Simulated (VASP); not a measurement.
These are r2SCAN meta-GGA, VASP's PBE PAW potentials (set 64) (plane waves; VASP 6.6.1) values and carry that method's errors.

Input for VASP

### INCAR
```
# general
SYSTEM  = BAs
PREC    = Accurate
ENCUT   = 520   # plane-wave cut-off (eV)
LREAL   = .FALSE.   # projection in real space or not
LASPH   = .TRUE.   # aspherical one-centre terms
NBANDS  = 24

# electronic loop
EDIFF   = 1E-7
NELM    = 100   # most electronic steps
ALGO    = Normal
LMAXMIX = 4   # l cut-off of mixed one-centre charges
LMIXTAU = .TRUE.

# smearing
ISMEAR  = 0   # Gaussian
SIGMA   = 0.01

# functional
METAGGA = R2SCAN

# output
LWAVE   = .FALSE.
LCHARG  = .FALSE.
NEDOS   = 1001   # DOS grid

# other
LOPTICS = .TRUE.
LPEAD   = .TRUE.
CSHIFT  = 0.1
```

File POSCAR:
```
BAs
1
   -0.0000000000     2.3932101388     2.3932101388
    2.3932101388    -0.0000000000     2.3932101388
    2.3932101388     2.3932101388    -0.0000000000
B As
1 1
Direct
  0.0000000000   0.0000000000   0.0000000000
  0.2500000000   0.2500000000   0.2500000000
```

**KPOINTS**
```
Regular mesh
0
G
  17 17 17
```

POTCAR, in this order: B As (PBE.64 set). Program: vasp_std.

The run wrote:

**OSZICAR**
```
       N       E                     dE             d eps       ncg     rms          rms(c)
DAV:   1     0.606768762931E+01    0.60677E+01   -0.34187E+03  7920   0.303E+02
DAV:   2    -0.231616076534E+02   -0.29229E+02   -0.28122E+02 10192   0.795E+01
DAV:   3    -0.238453469516E+02   -0.68374E+00   -0.68126E+00  9912   0.968E+00
DAV:   4    -0.238462402756E+02   -0.89332E-03   -0.89331E-03  9048   0.384E-01
DAV:   5    -0.238462408775E+02   -0.60182E-06   -0.60181E-06 10176   0.104E-02    0.495E+00
DAV:   6    -0.222073496197E+02    0.16389E+01   -0.67876E-01  8456   0.242E+00    0.282E+00
DAV:   7    -0.220329330241E+02    0.17442E+00   -0.30788E-01  7936   0.148E+00    0.867E-01
DAV:   8    -0.220845945502E+02   -0.51662E-01   -0.15996E-01  7928   0.136E+00    0.398E-01
DAV:   9    -0.222354171277E+02   -0.15082E+00   -0.15523E-02  9488   0.502E-01    0.165E-01
DAV:  10    -0.222526498217E+02   -0.17233E-01   -0.43988E-03  8640   0.299E-01    0.777E-02
DAV:  11    -0.222535289717E+02   -0.87915E-03   -0.36363E-03  8272   0.282E-01    0.312E-02
DAV:  12    -0.222564294555E+02   -0.29005E-02   -0.78616E-04  8040   0.121E-01    0.101E-02
DAV:  13    -0.222565166894E+02   -0.87234E-04   -0.43119E-05 10208   0.284E-02    0.446E-03
DAV:  14    -0.222565223844E+02   -0.56951E-05   -0.40996E-06  8664   0.905E-03    0.181E-03
DAV:  15    -0.222565239245E+02   -0.15401E-05   -0.12530E-06  8856   0.495E-03    0.117E-03
DAV:  16    -0.222565287699E+02   -0.48454E-05   -0.66539E-07  9136   0.394E-03    0.606E-04
DAV:  17    -0.222565282536E+02    0.51637E-06   -0.15817E-07  9072   0.117E-03    0.142E-04
DAV:  18    -0.222565283737E+02   -0.12009E-06   -0.58804E-09  5176   0.310E-04    0.679E-05
DAV:  19    -0.222565283586E+02    0.15020E-07   -0.24595E-10  4456   0.630E-05
   1 F= -.22256528E+02 E0= -.22256528E+02  d E =-.112556E-15
 imaginary and real dielectric function
```

File OUTCAR:
```
------------------------ aborting loop because EDIFF is reached ----------------------------------------
  FORCE on cell =-STRESS in cart. coord.  units (eV):
  Direction    XX          YY          ZZ          XY          YZ          ZX
  --------------------------------------------------------------------------------------
  Total        0.0031474      0.0031474      0.0031474     -0.0000000     -0.0000000      0.0000000
  in kB        0.1839469      0.1839469      0.1839469     -0.0000000     -0.0000000      0.0000000
  external PRESSURE =       0.1839469 kB  Pullay stress =       0.0000000 kB
  volume of cell :       27.41
      direct lattice vectors                 reciprocal lattice vectors
     0.000000000  2.393210139  2.393210139    -0.208924403  0.208924403  0.208924403
     2.393210139  0.000000000  2.393210139     0.208924403 -0.208924403  0.208924403
     2.393210139  2.393210139  0.000000000     0.208924403  0.208924403 -0.208924403
  FREE ENERGIE OF THE ION-ELECTRON SYSTEM (eV)
  ---------------------------------------------------
  free  energy   TOTEN  =       -22.2565283586 eV

  energy  without entropy=      -22.2565283586  energy(sigma->0) =      -22.25652836

 plasma frequency squared (from intraband transitions) (eV^2)
  --------------------------------------------------------------------------------------
       0.000       0.000       0.000
       0.000       0.000       0.000
       0.000       0.000       0.000

 plasma frequency squared (from interband transitions, int dw w eps(2)(w)) (eV^2)
  --------------------------------------------------------------------------------------
     409.344       0.000       0.000      -0.000       0.000       0.000
       0.000       0.000     409.344       0.000       0.000      -0.000
       0.000      -0.000       0.000       0.000     409.344       0.000
```
(Selected blocks of OUTCAR.)

The compound is BAs in the zinc blende structure. It was relaxed first.
